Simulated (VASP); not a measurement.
A run of VASP 6.6.1 is set up as follows.

INCAR

```
SYSTEM = AlCl
  PREC = Accurate
  ENCUT = 600
  EDIFF = 1E-7
  ISMEAR = -1
  SIGMA = 0.05
  LREAL = .False.
  LASPH = .True.
  NELM = 80
  ALGO = Fast
  ISIF = 3
  LWAVE = .False.
  LCHARG = .False.
  GGA = PE
  IVDW = 13
  IBRION = 2
  NSW = 60
  EDIFFG = -0.02
```

File KPOINTS:

```
regular mesh
0
Gamma
  8 8 8
  0 0 0
```

Contents of POSCAR:

```
AlCl
1.0
    0.0000000000      2.8486347600      2.8486347600
    2.8486347600      0.0000000000      2.8486347600
    2.8486347600      2.8486347600      0.0000000000
Al Cl
1 1
Direct
    0.5000000000      0.5000000000      0.5000000000
    0.0000000000      0.0000000000      0.0000000000
```

Potentials or basis: VASP PAW PBE potentials, release 64 (Al, Cl).

Run with:

```console
$ cat potpaw_PBE.64/Al/POTCAR potpaw_PBE.64/Cl/POTCAR > POTCAR
$ mpirun -np 1 vasp_std > vasp.out
```

Problem. Estimate the dispersion energy per atom.

Solution. -0.334 eV.

Problem. Predict the band gap on the k mesh.

Solution. 0.54 eV, direct.

Problem. Estimate the relaxed volume.

Solution. 27.81 Å³/atom.

Problem. What does it give for the relaxed cell?

Solution. a = 4.284 Å, b = 4.284 Å, c = 4.284 Å, α = 60.00°, β = 60.00°, γ = 60.00°.

The path:
```csv
step,energy change (eV),largest force (eV/Å),pressure (GPa),volume (Å³)
1,0.0000,0.0000,12.56,46.23
2,-0.2604,0.0000,-2.20,59.45
3,-0.2974,0.0000,0.94,55.24
4,-0.2959,0.0000,-1.05,56.41
5,-0.2985,0.0000,-0.21,55.78
6,-0.2985,0.0000,0.16,55.58
7,-0.2985,0.0000,0.16,55.59
8,-0.2985,0.0000,0.14,55.60
9,-0.2985,0.0000,0.14,55.60
10,-0.2985,0.0000,0.14,55.60
11,-0.2985,0.0000,0.14,55.60
12,-0.2985,0.0000,0.14,55.60
13,-0.2985,0.0000,0.13,55.60
14,-0.2985,0.0000,0.12,55.60
15,-0.2985,0.0000,0.10,55.61
```

Caveat: the volume moved by over 15 % at a fixed basis, so the end points are rough. A k mesh can miss the band edges.
